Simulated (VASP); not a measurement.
MoS2:

```
Mo S
1.0
     3.19224    0.00000    0.00000
    -1.59612    2.76456    0.00000
     0.00000    0.00000   13.37829
Mo S
2 4
Cartesian
  1.5961 0.9215 3.3446
  0.0000 1.8430 10.0337
  1.5961 0.9215 8.4696
  0.0000 1.8430 4.9087
  1.5961 0.9215 11.5979
  0.0000 1.8430 1.7804
```

The cell is a database's computed one.

- Program: VASP 6.6.1
- Task: relaxation of cell and atoms
- Functional: PBEsol
- Dispersion: D3(BJ)
- Potentials or basis: VASP PAW PBE potentials, release 64 (Mo_sv, S)
- Cutoff: 600 eV
- k mesh: 3 × 3 × 1
- Occupations: gaussian, width 0.02 eV
- Spin: no spin polarisation

At the start: pressure -7.8 GPa; volume 19.68 Å³/atom.

Question: How do energy, volume and symmetry change on relaxing?

Answer: Over 16 steps the energy falls by 51.3 meV/atom and the volume is 16.93 Å³/atom (-14.0 %); space group P6_3/mmc (No. 194, to 0.05 Å).

The path:
```csv
step,energy change (eV),largest force (eV/Å),pressure (GPa),volume (Å³)
1,0.0000,0.5626,-7.76,118.07
2,0.4575,2.6852,18.54,102.52
3,-0.1555,0.3755,-0.70,112.53
4,-0.1556,0.4024,-0.48,112.38
5,-0.1774,0.1989,-0.26,111.03
6,-0.1794,0.1169,-0.16,110.48
7,-0.2018,0.1259,-0.08,109.29
8,-0.2620,0.1662,0.44,105.73
9,-0.2838,0.2421,3.05,98.63
10,-0.2975,0.2695,1.82,101.76
11,-0.2987,0.2708,2.12,100.91
12,-0.3072,0.0204,0.12,101.05
13,-0.3073,0.0024,0.31,101.04
14,-0.3076,0.0028,0.23,101.17
15,-0.3079,0.0039,0.06,101.52
16,-0.3079,0.0043,0.04,101.57
```

Final structure:
```cif
data_structure
_symmetry_space_group_name_H-M 'P 1'
_symmetry_Int_Tables_number 1
_cell_length_a 3.1202
_cell_length_b 3.1202
_cell_length_c 12.0464
_cell_angle_alpha 90.000
_cell_angle_beta 90.000
_cell_angle_gamma 120.000
_cell_volume 101.57
loop_
_atom_site_label
_atom_site_type_symbol
_atom_site_fract_x
_atom_site_fract_y
_atom_site_fract_z
_atom_site_occupancy
Mo1 Mo 0.66667 0.33333 0.25000 1
Mo2 Mo 0.33333 0.66667 0.75000 1
S1 S 0.66667 0.33333 0.62136 1
S2 S 0.33333 0.66667 0.37864 1
S3 S 0.66667 0.33333 0.87864 1
S4 S 0.33333 0.66667 0.12136 1
```

Caveat: the k mesh is coarse (spacing up to 0.76 Å⁻¹), so the values aren't converged; the PAW data sets were made with another functional, which shifts forces and pressure a little.
